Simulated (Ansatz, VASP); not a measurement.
# Two plane-wave programs on HfRu3

INCAR

```
SYSTEM = HfRu3
PREC     = Accurate       ! precision mode
ENCUT    = 520            ! plane-wave cutoff, eV
EDIFF    = 1E-7           ! SCF threshold, eV
ISMEAR   = -1             ! smearing method
SIGMA    = 0.05           ! smearing width, eV
LREAL    = .FALSE.        ! projectors in reciprocal space
LASPH    = .TRUE.         ! aspherical terms in the spheres
NELM     = 100            ! most SCF steps
ALGO     = Normal         ! electronic algorithm
ISIF     = 2              ! what is computed and relaxed
LWAVE    = .FALSE.        ! write WAVECAR
LCHARG   = .FALSE.        ! write CHGCAR
GGA      = PE             ! functional
NBANDS   = 34             ! bands
```

File KPOINTS:

```
Automatic mesh
0
G
  7 7 7
  0 0 0
```

File POSCAR:

```
HfRu3
1.0
    3.9292233880      0.0000000000      0.0000000000
    0.0000000000      3.9292233880      0.0000000000
    0.0000000000      0.0000000000      3.9292233880
Hf Ru
1 3
Direct
    0.0000000000      0.0000000000      0.0000000000
    0.0000000000      0.5000000000      0.5000000000
    0.5000000000      0.0000000000      0.5000000000
    0.5000000000      0.5000000000      0.0000000000
```

File input.yaml:

```yaml
crystal:
  lattice:
    - [3.929223388, 0.0, 0.0]
    - [0.0, 3.929223388, 0.0]
    - [0.0, 0.0, 3.929223388]
  atoms:
    - { symbol: Hf, position: [0.0, 0.0, 0.0] }
    - { symbol: Ru, position: [0.0, 0.5, 0.5] }
    - { symbol: Ru, position: [0.5, 0.0, 0.5] }
    - { symbol: Ru, position: [0.5, 0.5, 0.0] }
hamiltonian:
  xc: pbe
  pseudopotentials: { kind: paw }
kpoints:
  mp_grid: { grid: [7, 7, 7] }
scf:
  occupations: { method: fermi_dirac, width: 0.05 }
output:
  forces: true
  stress: true
  eigenvalues: true
  write_density: true
  write_potential: true
  elf: true
  volumetric_format: npy
```

Change from the starting cell: volume scaled by 0.98.

Alike in both runs: task single point; functional PBE; k mesh 7 × 7 × 7; occupations fermi-dirac, width 0.05 eV; no spin polarisation.

|  | VASP | Ansatz |
| --- | --- | --- |
| version | VASP 6.6.1 | Ansatz 0.2.0 |
| potentials or method | VASP PAW PBE potentials, release 64 (Hf_pv, Ru_pv) | Ansatz PAW |
| plane-wave cutoff (eV) | 520 | 420 |
| valence electrons in the cell | 52 | 74 |

VASP gave:

| Property | Result |
| --- | --- |
| gap on the k mesh at the Fermi level (eV) | none |
| pressure (GPa) | 2.9 |

Question: Estimate Ansatz's values.

Answer: gap on the k mesh at the Fermi level (eV): none; pressure (GPa): 3.8.

A gap of «none» marks a metal or a gap that the smearing closes. The functional is the same, so the differences come from potentials, cutoffs and numerics. The two sets of potentials don't hold the same shells in valence.

Spin-orbit coupling is left out, which matters for the levels of Hf.
